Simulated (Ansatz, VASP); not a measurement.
**TiAl3: VASP beside Ansatz**

Aim: how closely do two programs agree when they are given the same cell, functional and k mesh? The cell is taken from a series of runs on this material, whose earlier steps may have relaxed, scaled, displaced or heated it; both programs get it as it stands.

Calculated with Ansatz 0.2.0; plane waves, with VASP 6.6.1 beside it; relaxation of cell and atoms at LDA.

**1. The structure**

The structure is tetragonal, space group I4/mmm (No. 139). Conventional cell: a = 3.779 Å, b = 3.779 Å, c = 8.484 Å, α = 90.00°, β = 90.00°, γ = 90.00°. Nearest to Al lie 4 Ti at 2.67 Å and 8 Al at 2.84 Å. Al has 8 Al at 2.67 to 2.84 Å and 4 Ti at 2.84 Å nearest. Ti has 12 Al at 2.67 to 2.84 Å nearest. Farther neighbours are not listed.

**2. Ansatz: relaxation of cell and atoms, LDA**

Ansatz runs on its PAW soft_1 files.

The relaxed volume is the usual yardstick between codes: in a stiff, nearly cubic crystal its relative difference is about their pressure difference at one cell divided by the bulk modulus.

input.yaml reads:

```yaml
crystal:
  lattice:
    - [-1.8894104027, 1.8894104027, 4.2418855225]
    - [1.8894104027, -1.8894104027, 4.2418855225]
    - [1.8894104027, 1.8894104027, -4.2418855225]
  atoms:
    - { symbol: Al, position: [0.5, 0.5, 0.0] }
    - { symbol: Al, position: [0.75, 0.25, 0.5] }
    - { symbol: Al, position: [0.25, 0.75, 0.5] }
    - { symbol: Ti, position: [0.0, 0.0, 0.0] }
kpoints:
  mp_grid: { grid: [16, 16, 16] }
hamiltonian:
  xc: lda
  pseudopotentials: { kind: paw, azcp: { folder: soft_1 }, xc_functional: pbe }
scf:
  occupations: { method: methfessel_paxton, width: 0.2 }
output:
  forces: true
  stress: true
  eigenvalues: true
relax:
  adjacent_minimum: "off"
  f_tol: 0.001
  max_steps: 60
  cell: { stress_tol: 0.01 }
```

The run is started by

```
$ ansatz run input.yaml --threads 4 --pin off --max-ram 16384MiB --backend cpu --events-out ev --progress --plain --runs-dir out
```

Numbers of over 12 decimals in the logs are rounded to 6 here.

Log:

```text
Engine: ansatz 0.2.0, x86_64-unknown-linux-gnu
Pseudopotentials: kind: paw
Pseudopotential: Al, paw, valence charge 3, recommended cutoff 420 eV (normal), soft_1/Al.paw.azcp
Pseudopotential: Ti, paw, valence charge 12, recommended cutoff 420 eV (normal), soft_1/Ti.paw.azcp
Functional definition: SPW92
  exchange = slater_x
  correlation = pw_c
Crystal: 4 atoms, lattice volume = 60.572 Å³
Basis set: ecut = 420 eV, 1195 PW (Γ)
Bands: 15, of which v1, the nominal top of the filled ones, is band 11 counted from 1 (10 counted from 0)
Symmetry: 16 space group operations
Space group: I4/mmm (ITA 139), of the structure as read, at distance tolerance 3.9e-5 Å
k-points: 349 of 4096
Non-local potential: Al, projectors of the file, l = 0: 2, l = 1: 2, l = 2: 1
Non-local potential: Ti, projectors of the file, l = 0: 3, l = 1: 2, l = 2: 3, l = 3: 1
PAW form: soft (Blöchl's): semilocal exchange-correlation on the pseudo side does not see the compensation charge
PAW frozen core: Al, regenerated for the run's functional, and the local potential with it (the file was generated under x = pbe(κ = 0.804, μ = 0.219515), c = pbe(β = 0.066725))
PAW frozen core: Ti, regenerated for the run's functional, and the local potential with it (the file was generated under x = pbe(κ = 0.804, μ = 0.219515), c = pbe(β = 0.066725))
PAW one-centre angular grid: Al, 110 points (default); XC on 64 Gauss nodes
PAW one-centre angular grid: Ti, 590 points (default); XC on 64 Gauss nodes
Initial density: superposition of atomic densities (chi_scale 0.1, normalization cell, long waves kept (reshape's long-wave potential 0.00 eV rms))
Initial wavefunctions: pseudopotential atomic-orbital guess
Functional: x = slater, c = lda
SCF iter   1: F=—  HF=-3990.993344 eV  |F-HF|=—  |Δ(HF+E_count)|=         —  Δρ=2.89e-2  dr2=6.40e-1  ethr=3.10e-3  ⟨swp⟩=5.1  Hψ=26787  notcnv=0
preconditioner: auto → Kerker (q_TF=auto, 2.287 Å⁻¹)  [metal: Δε(μ)=0.018 eV  Ē_g=5.649 eV  σ=0.200 eV  W_gap=0.08  n_scr=10 (ndim 8)  ℏωp=17.2 eV  f_vac=0.000  D(μ)=1.62/eV (n_scr^D=10)]
SCF iter   2: F=—  HF=-3990.760295 eV  |F-HF|=—  |Δ(HF+E_count)|=   2.33e-1  S|Δr|=    0.00e0  Δρ=1.82e-2  dr2=2.85e-1  ethr=3.05e-3  ⟨swp⟩=2.0  Hψ=9123  notcnv=0
SCF iter   3: F=—  HF=-3990.612654 eV  |F-HF|=—  |Δ(HF+E_count)|=   1.48e-1  S|Δr|=    0.00e0  Δρ=2.00e-3  dr2=2.16e-3  ethr=1.36e-3  ⟨swp⟩=2.6  Hψ=8495  notcnv=0
SCF iter   4: F=—  HF=-3990.611692 eV  |F-HF|=—  |Δ(HF+E_count)|=   9.62e-4  S|Δr|=    0.00e0  Δρ=5.57e-4  dr2=1.40e-4  ethr=1.03e-5  ⟨swp⟩=2.8  Hψ=8695  notcnv=0
SCF iter   5: F=—  HF=-3990.611632 eV  |F-HF|=—  |Δ(HF+E_count)|=   6.00e-5  S|Δr|=    0.00e0  Δρ=9.38e-5  dr2=7.37e-6  ethr=6.67e-7  ⟨swp⟩=2.0  Hψ=7353  notcnv=0
SCF iter   6: F=—  HF=-3990.611629 eV  |F-HF|=—  |Δ(HF+E_count)|=   3.20e-6  S|Δr|=    0.00e0  Δρ=1.44e-5  dr2=1.09e-7  ethr=3.51e-8  ⟨swp⟩=2.1  Hψ=6351  notcnv=0
SCF iter   7: F=-3990.611629 eV  HF=-3990.611629 eV  |F-HF|=2.13e-9  |Δ(HF+E_count)|=   2.27e-8  S|Δr|=    0.00e0  Δρ=2.61e-6  dr2=3.52e-9  ethr=4.76e-10  ⟨swp⟩=3.8  Hψ=16811  notcnv=0
SCF 1 converged in 7 iterations: F = -3990.611629 eV  dr2 = 3.52e-9
  greatest PAW one-centre occupation: 0.998 electrons in one spin orbital (limit 2), on the Ti atom at site 3 (counted from 0), in its partial waves of l = 0
relax step   1: F+E_penalty+E_count = -3990.61162858 eV  Δ(F+E_penalty+E_count) = +0.000e0 eV  max|allowed force component| = 5.204e-18 eV/Å  Δτ_max = 0.0000 Å  P = -0.024 GPa  Ω = 60.572 Å³  (7 SCF iters, dr2 threshold 1.00e-7 eV, accepted)
[...]
relax step   2: F+E_penalty+E_count = -3990.61163377 eV  Δ(F+E_penalty+E_count) = -5.185e-6 eV  max|allowed force component| = 6.939e-18 eV/Å  Δτ_max = 0.0000 Å  P = -0.002 GPa  Ω = 60.562 Å³  energy of the carried Pulay correction = +1.354e-6 eV  (4 SCF iters, dr2 threshold 5.74e-9 eV, accepted)
[...]
relax step   3: F+E_penalty+E_count = -3990.61163442 eV  Δ(F+E_penalty+E_count) = -6.470e-7 eV  max|allowed force component| = 4.819e-30 eV/Å  Δτ_max = 0.0000 Å  P = +0.001 GPa  Ω = 60.560 Å³  energy of the carried Pulay correction = +1.656e-6 eV  (3 SCF iters, dr2 threshold 7.74e-10 eV, accepted)
[...]
relax step   4: F+E_penalty+E_count = -3990.61163265 eV  Δ(F+E_penalty+E_count) = +1.763e-6 eV  max|allowed force component| = 1.171e-17 eV/Å  Δτ_max = 0.0000 Å  P = +0.000 GPa  Ω = 60.560 Å³  stress off target by 7.39e-4 GPa  SCF on the basis re-selected at this cell (its energy is not comparable with the rows above)  (4 SCF iters)
basis re-selected at this cell: Δ(F+E_penalty+E_count) = +1.763e-6 eV, ΔP = -0.000 GPa vs the last step (what re-selecting the basis moved, of the pressure what is left beyond the Pulay correction that the steps carried, after the strain that the cell walked since its last selection, with what the two solves' SCF thresholds leave and, on support functions, any second-order correction that the steps lacked; it is no m [...]
SCF converged after 4 iterations
Stability not checked: this state was not tested for a lower state beside it, because cold or Methfessel-Paxton smearing, or corrected tetrahedra, fill the levels in a way that the test cannot read (fill_not_monotonic; see scf.lower_state_search)
Free energy (F): -3990.611633 eV
Harris-Foulkes:  -3990.611633 eV  (|F-HF|=0.00e0)
Internal energy: -3990.612685 eV  (E = F + TS)
E sigma→0 (E₀):  -3990.611896 eV
Entropy (-TS):   0.001052 eV (0.263 meV/atom)
Fermi energy:    9.793556 eV
--- Per-component energies (eV) ---
  E_band       = -144.924134
  E_kinetic    = 353.454736
  E_local      = -1237.275137  (includes V_loc(G=0)·N_el)
  E_nonlocal   = 99.005350
  E_hartree    = 531.766342
  E_xc         = -229.720338
  E_vxc        = -236.527755  (∫ρ·V_xc dr)
  E_paw        = -2330.541431  (= ΣΔE_a)
  E_vpaw       = -187.113926  (= ΣTr[D̂ρ^β])
  E_aug_tail   = -0.000093  (compensation charges beyond the density's cutoff)
  E_ewald      = -1177.795216
  E_core_change = 0.493100  (= ΣΔE_core)
  E_smearing   = 0.001052  (= −TS)
  E_closure    = 0.000000  (closes the sum)
  Σ components = -3990.611633   (vs F -3990.611633, Δ=0.00e0)
--- Forces (eV/Å), atoms counted from 1 ---
  atom   1  Al    -0.00000000     0.00000000    -0.00000000
  atom   2  Al     0.00000000     0.00000000     0.00000000
  atom   3  Al     0.00000000    -0.00000000     0.00000000
  atom   4  Ti     0.00000000     0.00000000     0.00000000
  max |Σ_I F_I| component: 1.73e-18 eV/Å
--- Stress (GPa, compression-positive) ---
        0.000330       0.000000       0.000000
        0.000000       0.000330       0.000000
       -0.000000      -0.000000       0.000739
  P = ⅓ Tr σ = 0.0005 GPa (0.005 kbar)
--- Band table (eV; the first three rows and the last of 349) ---
  k-point 0: bands = [... 7 lower, 8.3237, 8.5523, 8.5523, 10.6600, 11.6580, 11.6580, 12.1065, 12.4149]
  k-point 1: bands = [... 7 lower, 8.2420, 8.2981, 8.5635, 10.2801, 11.7428, 11.7764, 11.9570, 12.6470]
  k-point 2: bands = [... 7 lower, 7.7257, 8.0395, 8.5817, 9.5051, 11.7754, 11.9251, 11.9315, 12.9773]
  k-point 348: bands = [... 7 lower, 8.9363, 8.9363, 9.5521, 10.5058, 10.5058, 10.7850, 12.9466, 14.7680]
--- Relaxed structure (3 steps of the walk, 3 accepted, 1 SCFs on fresh bases) ---
  F+E_penalty+E_count = -3990.61163265 eV   max|allowed force component| = 1.171e-17 eV/Å   (the final SCF, on the basis selected at the relaxed cell)
  cell:  # Å, volume = 60.5602 Å³
    - [-1.889061, 1.889061, 4.242635]
    - [1.889061, -1.889061, 4.242635]
    - [1.889061, 1.889061, -4.242635]
  atoms:
    - { symbol: Al, position: [0.5, 0.5, 0] }
    - { symbol: Al, position: [0.75, 0.250000, 0.5] }
    - { symbol: Al, position: [0.250000, 0.75, 0.5] }
    - { symbol: Ti, position: [0, 0, 0] }
```

The column dr2 measures how far the density is from self-consistency, as an energy; F and HF (Harris–Foulkes) agree once it is small.

**3. VASP: relaxation of cell and atoms, LDA**

The same cell, functional (in two slightly different forms), mesh and smearing now go to VASP, with its own data sets.

Lines of VASP's logs that name or quote its potential files are left out, and so is its time.

INCAR reads:

```
SYSTEM = TiAl3
PREC = Accurate
ENCUT = 500
EDIFF = 1E-07
NELM = 120
ISMEAR = 1
SIGMA = 0.2
LREAL = .FALSE.
ALGO = Normal
GGA = CA
NBANDS = 16
LASPH = .TRUE.
LORBIT = 11
LWAVE = .FALSE.
LCHARG = .FALSE.
ISIF = 3
IBRION = 2
NSW = 80
EDIFFG = -0.005
GGA_COMPAT = .FALSE.
NELMIN = 4
KPAR = 2
```

POSCAR reads:

```
TiAl3
1.0
   -1.8894100000      1.8894100000      4.2418860000
    1.8894100000     -1.8894100000      4.2418860000
    1.8894100000      1.8894100000     -4.2418860000
Al Ti
3 1
Direct
    0.5000000000      0.5000000000      0.0000000000
    0.7500000000      0.2500000000      0.5000000000
    0.2500000000      0.7500000000      0.5000000000
    0.0000000000      0.0000000000      0.0000000000
```

KPOINTS reads:

```
Automatic mesh
0
Gamma
16 16 16
0 0 0
```

Potentials, in the order of the species: Al and Ti_sv (LDA family, release 64).

The run is started by

```
$ mpirun -np 2 vasp_std
```

Log:

```text
[banner, memory and clock lines left out]
running    2 mpi-ranks, on    1 nodes
 distrk:  each k-point on    1 cores,    2 groups
 distr:  one band on    1 cores,    1 groups

 POSCAR found type information on POSCAR AlTi
 POSCAR found :  2 types and       4 ions
 LDA part: xc-table for (Slater(with rela. corr.)+CA(PZ))
 , standard interpolation
 POSCAR, INCAR and KPOINTS ok, starting setup
 FFT: planning ... GRIDC
 FFT: planning ... GRID_SOFT
 FFT: planning ... GRID
 WAVECAR not read
 entering main loop
       N       E                     dE             d eps       ncg     rms          rms(c)
DAV:   1     0.114306715880E+03    0.11431E+03   -0.92183E+03 11176   0.118E+03
DAV:   2    -0.166063268187E+02   -0.13091E+03   -0.12888E+03 11576   0.307E+02
DAV:   3    -0.245424676666E+02   -0.79361E+01   -0.78069E+01 18928   0.678E+01
DAV:   4    -0.247128226183E+02   -0.17035E+00   -0.17024E+00 12656   0.983E+00
DAV:   5    -0.247190467351E+02   -0.62241E-02   -0.62239E-02 18480   0.176E+00    0.111E+01
DAV:   6    -0.235343096138E+02    0.11847E+01   -0.26224E+01 16808   0.383E+01    0.644E+00
DAV:   7    -0.228714176196E+02    0.66289E+00   -0.80704E+00 14640   0.213E+01    0.309E+00
DAV:   8    -0.228320612867E+02    0.39356E-01   -0.11377E+00 14288   0.842E+00    0.153E+00
DAV:   9    -0.227943331271E+02    0.37728E-01   -0.33208E-01 15104   0.460E+00    0.228E-01
DAV:  10    -0.227958053226E+02   -0.14722E-02   -0.80127E-03 14232   0.694E-01    0.282E-01
DAV:  11    -0.227942898145E+02    0.15155E-02   -0.77176E-03 16576   0.602E-01    0.509E-02
DAV:  12    -0.227942803592E+02    0.94553E-05   -0.23444E-04 15056   0.117E-01    0.318E-02
DAV:  13    -0.227942807070E+02   -0.34775E-06   -0.40501E-06 12672   0.158E-02    0.312E-02
DAV:  14    -0.227942829455E+02   -0.22386E-05   -0.89819E-06 15176   0.230E-02    0.201E-02
DAV:  15    -0.227942801791E+02    0.27665E-05   -0.11163E-05 14976   0.267E-02    0.114E-02
DAV:  16    -0.227942800380E+02    0.14111E-06   -0.26762E-07 12672   0.369E-03    0.105E-02
DAV:  17    -0.227942797834E+02    0.25456E-06   -0.24554E-07 12776   0.406E-03    0.608E-03
DAV:  18    -0.227942796797E+02    0.10376E-06   -0.16391E-07 10768   0.335E-03    0.287E-03
DAV:  19    -0.227942796570E+02    0.22613E-07   -0.52326E-08  7056   0.182E-03
   1 F= -.22794280E+02 E0= -.22794632E+02  d E =-.227943E+02
 curvature:   0.00 expect dE= 0.000E+00 dE for cont linesearch  0.000E+00
 trial: gam= 0.00000 g(F)=  0.354E-48 g(S)=  0.137E-03 ort = 0.000E+00 (trialstep = 0.100E+01)
 search vector abs. value=  0.137E-03
 bond charge predicted
       N       E                     dE             d eps       ncg     rms          rms(c)
DAV:   1    -0.227956467745E+02   -0.13671E-02   -0.24465E-02 16368   0.186E+00    0.330E-01
DAV:   2    -0.227952237533E+02    0.42302E-03   -0.25897E-02 15944   0.131E+00    0.188E-01
DAV:   3    -0.227942956753E+02    0.92808E-03   -0.66543E-03 15304   0.597E-01    0.356E-02
DAV:   4    -0.227942893997E+02    0.62757E-05   -0.18744E-04 15840   0.111E-01    0.127E-02
DAV:   5    -0.227943044698E+02   -0.15070E-04   -0.32386E-05 18168   0.339E-02    0.133E-02
DAV:   6    -0.227943079344E+02   -0.34647E-05   -0.12968E-05 16544   0.255E-02    0.242E-03
DAV:   7    -0.227943082033E+02   -0.26886E-06   -0.11389E-06 14416   0.666E-03    0.120E-03
DAV:   8    -0.227943082041E+02   -0.82969E-09   -0.52114E-08  8592   0.167E-03
   2 F= -.22794308E+02 E0= -.22794663E+02  d E =-.285471E-04
 trial-energy change:   -0.000029  1 .order   -0.000029   -0.000137    0.000080
 step:   0.6319(harm=  0.6319)  dis= 0.00000  next Energy=   -22.794323 (dE=-0.433E-04)
 bond charge predicted
       N       E                     dE             d eps       ncg     rms          rms(c)
DAV:   1    -0.227945033805E+02   -0.19518E-03   -0.32995E-03 16392   0.684E-01    0.121E-01
DAV:   2    -0.227944435676E+02    0.59813E-04   -0.34347E-03 15960   0.477E-01    0.686E-02
DAV:   3    -0.227943210748E+02    0.12249E-03   -0.89590E-04 15208   0.219E-01    0.136E-02
DAV:   4    -0.227943200445E+02    0.10303E-05   -0.26583E-05 15896   0.424E-02    0.481E-03
DAV:   5    -0.227943220343E+02   -0.19898E-05   -0.40625E-06 18096   0.119E-02    0.462E-03
DAV:   6    -0.227943225328E+02   -0.49842E-06   -0.17583E-06 16880   0.896E-03    0.819E-04
DAV:   7    -0.227943225614E+02   -0.28655E-07   -0.12539E-07  9008   0.243E-03
   3 F= -.22794323E+02 E0= -.22794677E+02  d E =-.429044E-04
 curvature:  -0.32 expect dE=-0.554E-06 dE for cont linesearch -0.896E-09
 trial: gam= 0.01735 g(F)=  0.166E-48 g(S)=  0.175E-05 ort =-0.623E-06 (trialstep = 0.926E+00)
 search vector abs. value=  0.177E-05
 reached required accuracy - stopping structural energy minimisation
```

(Part 1 of 2 ends here.)

[Lines on the potential files, build, host, timing and source positions are cut from VASP's logs without a mark.]

[Logs are printed without paths, hosts, clocks, repeated set-up lines and the standing remarks that a program may print on its own settings, such as how far it seeks lower states.]

[Hosts, paths, dates, database ids (printed as entryN), source tags and the programs' standing remarks are cut or masked in the printed files.]
